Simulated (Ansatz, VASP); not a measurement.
# LiCa4Ge8Au8: VASP beside Ansatz, part 2 of 2

One calculation is typed for both programs; each brings its own data sets and cutoff. How far apart do they land?  The structure shown is the end of the VASP relaxation below.

VASP 6.6.1 and Ansatz 0.2.0.

So far: The structure; VASP: relaxation, PBEsol.

## 3. Ansatz: single point, PBEsol

Level of this step: Ansatz beside VASP: Kohn-Sham DFT, plane waves, PBEsol (Ansatz).

Ansatz runs on its default PAW (the set named soft_2) files.

The same cell, functional, mesh and smearing now go to Ansatz, which takes its cutoff from its data sets.

The input, input.yaml:

```yaml
crystal:
  lattice:
    - [0.0, 0.0, 10.32798398]
    - [4.41238256, -4.41238256, 0.0]
    - [4.41238256, 4.41238256, -10.32798398]
  atoms:
    - { symbol: Au, position: [0.4968103, 0.25041286, 0.24953322] }
    - { symbol: Au, position: [0.49958292, 0.24892403, 0.74967415] }
    - { symbol: Au, position: [0.99845726, 0.74897667, 0.2492923] }
    - { symbol: Au, position: [0.01595313, 0.75031408, 0.74956226] }
    - { symbol: Au, position: [0.49704093, 0.75089579, 0.25018226] }
    - { symbol: Au, position: [0.48694025, 0.7509721, 0.74903866] }
    - { symbol: Au, position: [0.99461553, 0.25035747, 0.24919486] }
    - { symbol: Au, position: [0.99645624, 0.25087361, 0.74970878] }
    - { symbol: Ge, position: [0.61775856, 0.00138392, 0.0020211] }
    - { symbol: Ge, position: [0.62359001, 0.99673999, 0.50410781] }
    - { symbol: Ge, position: [0.11533186, 0.50507743, 0.99591425] }
    - { symbol: Ge, position: [0.11463637, 0.49775575, 0.49865222] }
    - { symbol: Ge, position: [0.38587595, 0.00480005, 0.00443511] }
    - { symbol: Ge, position: [0.37788266, 0.99758014, 0.50025851] }
    - { symbol: Ge, position: [0.87419805, 0.5022555, 0.99657809] }
    - { symbol: Ge, position: [0.87651945, 0.49568432, 0.49469073] }
    - { symbol: Ca, position: [0.95391052, 0.95599828, 0.95430801] }
    - { symbol: Ca, position: [0.99874708, 0.0002488, 0.50007878] }
    - { symbol: Ca, position: [0.4974397, 0.49987669, 0.99918438] }
    - { symbol: Ca, position: [0.54544492, 0.54463196, 0.54492116] }
    - { symbol: Li, position: [0.24671129, 0.25086146, 0.24923286] }
hamiltonian:
  xc: pbesol
  pseudopotentials: { kind: paw }
kpoints:
  mp_grid: { grid: [3, 3, 3] }
scf:
  occupations: { method: methfessel_paxton, width: 0.15 }
  n_extra_bands: 9
output:
  forces: true
  eigenvalues: true
```

On the command line:

```sh
ansatz run input.yaml --threads 8 --pin off --max-ram 18432MiB --backend cpu --events-out ev --progress --plain --runs-dir out
```

Numbers of over 12 decimals in the logs are rounded to 6 here.

The program printed:

```text
scf.n_extra_bands = 9 over 154 filled bands (N_el = 307.0): the run solves 163 bands
Engine: ansatz 0.2.0, aarch64-unknown-linux-gnu
Pseudopotentials: kind: paw
Pseudopotential: Au, paw, valence charge 19, recommended cutoff 420 eV (normal), Au.paw.azcp
Pseudopotential: Ge, paw, valence charge 14, recommended cutoff 420 eV (normal), Ge.paw.azcp
Pseudopotential: Ca, paw, valence charge 10, recommended cutoff 420 eV (normal), Ca.paw.azcp
Pseudopotential: Li, paw, valence charge 3, recommended cutoff 420 eV (normal), Li.paw.azcp
Functional definition: PBEsol
  exchange = pbesol_x
  correlation = pbesol_c
Crystal: 21 atoms, lattice volume = 402.154 Å³
Basis set: ecut = 420 eV, 7855 PW (Γ), exchange–correlation on 144×90×162 points (8 copies of the dense FFT grid, shifted against one another)
Bands: 163, of which v1, the nominal top of the filled ones, is band 154 counted from 1 (153 counted from 0)
Symmetry: 1 space group operations
Space group: P1 (ITA 1), of the structure as read, at distance tolerance 7.4e-5 Å
k-points: 14 of 27 (time reversal used)
Non-local potential: Au, projectors of the file, l = 0: 3, l = 1: 2, l = 2: 2, l = 3: 1
Non-local potential: Ge, projectors of the file, l = 0: 2, l = 1: 2, l = 2: 3, l = 3: 1
Non-local potential: Ca, projectors of the file, l = 0: 3, l = 1: 2, l = 2: 2
Non-local potential: Li, projectors of the file, l = 0: 3, l = 1: 2, l = 2: 1
PAW form: soft (Blöchl's): semilocal exchange-correlation on the pseudo side does not see the compensation charge
PAW frozen core: Au, regenerated for the run's functional, and the local potential with it (the file was generated under x = pbe(κ = 0.804, μ = 0.219515), c = pbe(β = 0.066725))
PAW frozen core: Ge, regenerated for the run's functional, and the local potential with it (the file was generated under x = pbe(κ = 0.804, μ = 0.219515), c = pbe(β = 0.066725))
PAW frozen core: Ca, regenerated for the run's functional, and the local potential with it (the file was generated under x = pbe(κ = 0.804, μ = 0.219515), c = pbe(β = 0.066725))
PAW one-centre angular grid: Au, 590 points (default); XC on 64 Gauss nodes
PAW one-centre angular grid: Ge, 590 points (default); XC on 64 Gauss nodes
PAW one-centre angular grid: Ca, 110 points (default); XC on 64 Gauss nodes
PAW one-centre angular grid: Li, 110 points (default); XC on 64 Gauss nodes
Initial density: superposition of atomic densities (neutral atoms: chi_scale 0, normalization atom), corrected by the library's trained network
Initial wavefunctions: pseudopotential atomic-orbital guess
Functional: x = pbesol(κ = 0.804, μ = 0.123457), c = pbesol(β = 0.046)
SCF iter   1: F=—  HF=-145471.339532 eV  |F-HF|=—  |Δ(HF+E_count)|=         —  Δρ=3.46e-3  dr2=4.97e-2  ethr=1.77e-3  ⟨swp⟩=5.0  Hψ=8382  notcnv=0
preconditioner: auto → Kerker (q_TF=auto, 2.608 Å⁻¹)  [metal: Δε(μ)=0.010 eV  Ē_g=14.974 eV  σ=0.150 eV  W_gap=0.06  n_scr=124 (ndim 8)  ℏωp=28.3 eV  f_vac=0.000  D(μ)=7.47/eV (n_scr^D=38)]
SCF iter   2: F=—  HF=-145471.331264 eV  |F-HF|=—  |Δ(HF+E_count)|=   8.27e-3  S|Δr|=    0.00e0  Δρ=1.76e-3  dr2=1.62e-2  ethr=1.62e-5  ⟨swp⟩=2.0  Hψ=4399  notcnv=0
SCF iter   3: F=—  HF=-145471.328231 eV  |F-HF|=—  |Δ(HF+E_count)|=   3.03e-3  S|Δr|=    0.00e0  Δρ=6.91e-4  dr2=3.85e-3  ethr=5.27e-6  ⟨swp⟩=2.0  Hψ=3965  notcnv=0
SCF iter   4: F=—  HF=-145471.327542 eV  |F-HF|=—  |Δ(HF+E_count)|=   6.89e-4  S|Δr|=    0.00e0  Δρ=2.39e-4  dr2=4.84e-4  ethr=1.25e-6  ⟨swp⟩=2.0  Hψ=3899  notcnv=0
SCF iter   5: F=—  HF=-145471.327470 eV  |F-HF|=—  |Δ(HF+E_count)|=   7.19e-5  S|Δr|=    0.00e0  Δρ=1.09e-4  dr2=1.03e-4  ethr=1.58e-7  ⟨swp⟩=2.0  Hψ=3895  notcnv=0
SCF iter   6: F=—  HF=-145471.327487 eV  |F-HF|=—  |Δ(HF+E_count)|=   1.63e-5  S|Δr|=    0.00e0  Δρ=2.95e-5  dr2=1.42e-5  ethr=3.34e-8  ⟨swp⟩=2.0  Hψ=3162  notcnv=0
SCF iter   7: F=—  HF=-145471.327462 eV  |F-HF|=—  |Δ(HF+E_count)|=   2.42e-5  S|Δr|=    0.00e0  Δρ=8.76e-6  dr2=1.14e-6  ethr=4.63e-9  ⟨swp⟩=2.0  Hψ=3022  notcnv=0
SCF iter   8: F=—  HF=-145471.327462 eV  |F-HF|=—  |Δ(HF+E_count)|=   1.25e-7  S|Δr|=    0.00e0  Δρ=4.07e-6  dr2=1.11e-7  ethr=3.71e-10  ⟨swp⟩=2.0  Hψ=3969  notcnv=0
SCF iter   9: F=-145471.327462 eV  HF=-145471.327462 eV  |F-HF|=5.55e-8  |Δ(HF+E_count)|=   3.34e-8  S|Δr|=    0.00e0  Δρ=2.09e-6  dr2=4.49e-8  ethr=3.26e-11  ⟨swp⟩=7.9  Hψ=10415  notcnv=0
SCF 1 converged in 9 iterations: F = -145471.327462 eV  dr2 = 4.49e-8
  greatest PAW one-centre occupation: 1.001 electrons in one spin orbital (limit 2), on the Au atom at site 0 (counted from 0), in its partial waves of l = 0
SCF converged after 9 iterations
Stability not checked: this state was not tested for a lower state beside it, because cold or Methfessel-Paxton smearing, or corrected tetrahedra, fill the levels in a way that the test cannot read (fill_not_monotonic; see scf.lower_state_search)
Free energy (F): -145471.327462 eV
Harris-Foulkes:  -145471.327462 eV  (|F-HF|=5.55e-8)
Internal energy: -145471.321529 eV  (E = F + TS)
E sigma→0 (E₀):  -145471.325979 eV
Entropy (-TS):   -0.005933 eV (-0.283 meV/atom)
Fermi energy:    13.571273 eV
--- Per-component energies (eV) ---
  E_band       = -3869.453050
  E_kinetic    = 6878.049000
  E_local      = -40566.044422  (includes V_loc(G=0)·N_el)
  E_nonlocal   = 4192.952024
  E_hartree    = 17366.841024
  E_xc         = -2980.024728
  E_vxc        = -3428.084166  (∫ρ·V_xc dr)
  E_paw        = -95720.482724  (= ΣΔE_a)
  E_vpaw       = -5680.025404  (= ΣTr[D̂ρ^β])
  E_aug_tail   = 0.013496  (compensation charges beyond the density's cutoff)
  E_ewald      = -34652.919698
  E_core_change = 10.294500  (= ΣΔE_core)
  E_smearing   = -0.005933  (= −TS)
  E_closure    = -0.000000  (closes the sum)
  Σ components = -145471.327462   (vs F -145471.327462, Δ=0.00e0)
--- Forces (eV/Å), atoms counted from 1 ---
  atom   1  Au     0.00375637    -0.00384499    -0.02180552
  atom   2  Au    -0.00381239     0.00235900     0.03151117
  atom   3  Au    -0.00087889     0.00957616     0.03628392
  atom   4  Au    -0.00626385    -0.00177287    -0.01405993
  atom   5  Au    -0.00463975     0.00723625    -0.00405100
  atom   6  Au    -0.00218050     0.00610120    -0.05810408
  atom   7  Au     0.00441506    -0.00687928     0.03281940
  atom   8  Au     0.00855796     0.00500412     0.00455332
  atom   9  Ge     0.01930672    -0.00806706    -0.08703885
  atom  10  Ge    -0.00607263    -0.02920164    -0.07579080
  atom  11  Ge     0.00303688     0.02734205    -0.05529204
  atom  12  Ge    -0.02246426     0.00000307    -0.07614200
  atom  13  Ge    -0.00429998    -0.01128564     0.07855787
  atom  14  Ge     0.00202996    -0.00145044     0.08554881
  atom  15  Ge     0.00236204    -0.00303080     0.06895300
  atom  16  Ge     0.00730510     0.00406329     0.05741033
  atom  17  Ca     0.00518862     0.00885332    -0.00216768
  atom  18  Ca    -0.00446841     0.00173979     0.00683225
  atom  19  Ca     0.00595312    -0.00144724     0.01898170
  atom  20  Ca    -0.00547785    -0.01151892    -0.01091888
  atom  21  Li    -0.00135323     0.00622099    -0.01607895
  max |Σ_I F_I| component: 2.04e-6 eV/Å
--- Band table (eV; the first three rows and the last of 14) ---
  k-point 0: bands = [... 150 lower, 12.2501, 12.5873, 13.5683, 13.7913, 14.0804, 14.2491, 14.3260, 14.4855, ... 5 higher]
  k-point 1: bands = [... 150 lower, 12.4444, 12.7990, 13.2881, 13.3647, 13.6290, 13.9212, 14.8452, 15.0470, ... 5 higher]
  k-point 2: bands = [... 150 lower, 12.4437, 12.8000, 13.2888, 13.3655, 13.6297, 13.9195, 14.8469, 15.0462, ... 5 higher]
  k-point 13: bands = [... 150 lower, 12.7731, 12.8697, 12.9607, 13.2694, 13.9909, 14.2849, 14.8536, 14.9450, ... 5 higher]
```

Run time: 21 s. Hardware: 8 threads of Arm Neoverse V1, shared host; peak memory 3 GiB.

## 4. Comparison

Known differences besides the PAW data sets themselves: the data sets hold 307 valence electrons in Ansatz (default PAW (the set named soft_2) files) and 153 in VASP; the cutoff is 420 eV in Ansatz and 280 eV in VASP (PREC = Normal, projectors in real space); Ansatz makes its cores anew for this functional, VASP keeps those of its PBE data sets; VASP leaves aspherical gradient terms in its spheres out (LASPH is not set), Ansatz keeps them. Total energies have different zeros and are not compared.

At this near-relaxed geometry the largest component of a force difference is 70 meV/Å.

## 5. Looking for the cause

The difference is large enough to ask for its cause, so further runs change the set-up of one program at a time, as the table lists.

| run | r.m.s. force difference (meV/Å) |
| --- | --- |
| as above | 23 |
| cores kept as stored, as VASP does, whose cores stay as stored | 24 |
| Ansatz's larger PAW set (cutoff 864 eV) | 25 |
| norm-conserving potentials (cutoff 1061 eV) | 23 |

## 6. What came out

```yaml
r_m_s_force_difference_single_point_pbesol: 23 meV/Å
```

**Reading.** The r.m.s. force difference is 23 meV/Å (single point, PBEsol), beyond the 12 meV/Å picked in this series as the mark of a large difference. For single point, PBEsol: no further run halves the r.m.s. force difference; only Ansatz's side was varied, and Ansatz's runs with other potentials lie closer to each other than to VASP, which for this quantity points to VASP's side; this was not tested here. Differences of this kind measure data sets and numerical settings, not the functional's error against experiment.

[Lines on the potential files, build, host, timing and source positions are cut from VASP's logs without a mark.]

[Logs are printed without paths, hosts, clocks, repeated set-up lines and the standing remarks that a program may print on its own settings, such as how far it seeks lower states.]

[Hosts, paths, dates, database ids (printed as entryN), source tags and the programs' standing remarks are cut or masked in the printed files.]
